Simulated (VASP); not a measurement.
Calculation: PBE GGA, VASP's PBE PAW potentials (set 64) (plane waves; VASP).

VASP ran on this input.

**INCAR**
```
# general
SYSTEM = Al
PREC   = Accurate
ENCUT  = 400
LREAL  = .False.   # projection in real space or not
LASPH  = .True.   # aspherical one-centre terms
NELECT = 2.9

# electronic loop
EDIFF  = 1E-6
NELM   = 100
ALGO   = Normal   # blocked Davidson

# smearing
ISMEAR = 0
SIGMA  = 0.05   # width (eV)

# functional
GGA    = PE   # PBE

# ions
ISIF   = 2

# output
LWAVE  = .False.
LCHARG = .False.
```

**KPOINTS**
```
Automatic
0
Gamma
 14 14 14
```

### POSCAR
```
Al
1
    0.0000000000     2.0655000000     2.0655000000
    2.0655000000     0.0000000000     2.0655000000
    2.0655000000     2.0655000000     0.0000000000
Al
1
Direct
  0.0000000000   0.0000000000   0.0000000000
```

POTCAR, in this order: Al (PBE.64 set). Program: vasp_std.

Output

File OSZICAR:
```
       N       E                     dE             d eps       ncg     rms          rms(c)
DAV:   1    -0.295786903666E+01   -0.29579E+01   -0.67702E+02  1165   0.238E+02
DAV:   2    -0.445735684348E+01   -0.14995E+01   -0.13769E+01  1385   0.242E+01
DAV:   3    -0.446840880594E+01   -0.11052E-01   -0.11051E-01  1380   0.249E+00
DAV:   4    -0.446843991881E+01   -0.31113E-04   -0.31112E-04  1405   0.130E-01
DAV:   5    -0.446844009602E+01   -0.17721E-06   -0.17728E-06  1415   0.814E-03    0.121E+00
DAV:   6    -0.445532288085E+01    0.13117E-01   -0.39387E-03  1265   0.446E-01    0.678E-01
DAV:   7    -0.444753576844E+01    0.77871E-02   -0.51267E-03  1225   0.520E-01    0.117E-01
DAV:   8    -0.444750327878E+01    0.32490E-04   -0.36168E-05  1420   0.478E-02    0.482E-02
DAV:   9    -0.444750567369E+01   -0.23949E-05   -0.19088E-06  1205   0.131E-02    0.953E-04
DAV:  10    -0.444750536190E+01    0.31179E-06   -0.13683E-08   680   0.112E-03
   1 F= -.44475054E+01 E0= -.44473248E+01  d E =-.361083E-03
```

**OUTCAR**
```
------------------------ aborting loop because EDIFF is reached ----------------------------------------
  FORCE on cell =-STRESS in cart. coord.  units (eV):
  Direction    XX          YY          ZZ          XY          YZ          ZX
  --------------------------------------------------------------------------------------
  Total       -1.4685381     -1.4685381     -1.4685381     -0.0000000      0.0000000      0.0000000
  in kB     -133.5027493   -133.5027493   -133.5027493     -0.0000000      0.0000000      0.0000000
  external PRESSURE =    -133.5027493 kB  Pullay stress =       0.0000000 kB
  volume of cell :       17.62
      direct lattice vectors                 reciprocal lattice vectors
     0.000000000  2.065500000  2.065500000    -0.242072137  0.242072137  0.242072137
     2.065500000  0.000000000  2.065500000     0.242072137 -0.242072137  0.242072137
     2.065500000  2.065500000  0.000000000     0.242072137  0.242072137 -0.242072137
 POSITION                                       TOTAL-FORCE (eV/Angst)
 -----------------------------------------------------------------------------------
      0.00000      0.00000      0.00000         0.000000      0.000000      0.000000
 -----------------------------------------------------------------------------------
    total drift:                                0.000000      0.000000     -0.000000
  FREE ENERGIE OF THE ION-ELECTRON SYSTEM (eV)
  ---------------------------------------------------
  free  energy   TOTEN  =        -4.4475053619 eV

  energy  without entropy=       -4.4471442788  energy(sigma->0) =       -4.44732482
```
(Selected blocks of OUTCAR.)

File OUTCAR:
```
 val. band max:        7.2145955318   @ k =  -0.3571   0.3571   0.0000

 cond. band min:       7.2675266942   @ k =  -0.2857   0.5000   0.2143


 Fermi energy:         7.2352419850

 k-point     1 :       0.0000    0.0000    0.0000
  band No.  band energies     occupation
      1      -3.2693      2.00000
      2      19.6800      0.00000
      3      19.6800      0.00000
      4      19.6800      0.00000
      5      20.6766      0.00000

 k-point     2 :       0.0714    0.0000    0.0000
  band No.  band energies     occupation
      1      -3.1366      2.00000
      2      17.5078      0.00000
      3      19.1304      0.00000
      4      19.1304      0.00000
      5      21.4244      0.00000

 k-point     3 :       0.1429    0.0000    0.0000
  band No.  band energies     occupation
      1      -2.7391      2.00000
      2      14.7224      0.00000
      3      18.4700      0.00000
      4      18.4700      0.00000
      5      21.4261      0.00000

 k-point     4 :       0.2143    0.0000    0.0000
  band No.  band energies     occupation
      1      -2.0790      2.00000
      2      12.0161      0.00000
      3      17.9995      0.00000
      4      17.9995      0.00000
      5      21.2305      0.00000

 k-point     5 :       0.2857    0.0000    0.0000
  band No.  band energies     occupation
      1      -1.1597      2.00000
      2       9.4752      0.00000
      3      17.7456      0.00000
      4      17.7456      0.00000
      5      20.9704      0.00000

 k-point     6 :       0.3571    0.0000    0.0000
  band No.  band energies     occupation
      1       0.0143      2.00000
      2       7.1323      1.99639
      3      17.7116      0.00000
      4      17.7116      0.00000
      5      19.9058      0.00000

 k-point     7 :       0.4286    0.0000    0.0000
  band No.  band energies     occupation
      1       1.4374      2.00000
      2       5.0047      2.00000
      3      17.8892      0.00000
...
```

The cell is charged, with a uniform compensating background.

The compound is Al in the fcc structure. The cell was not relaxed at this level. The run is one of a series of settings (ISMEAR = 0, NELECT = 2.9, SIGMA = 0.05 against the base run), some of them coarse on purpose.
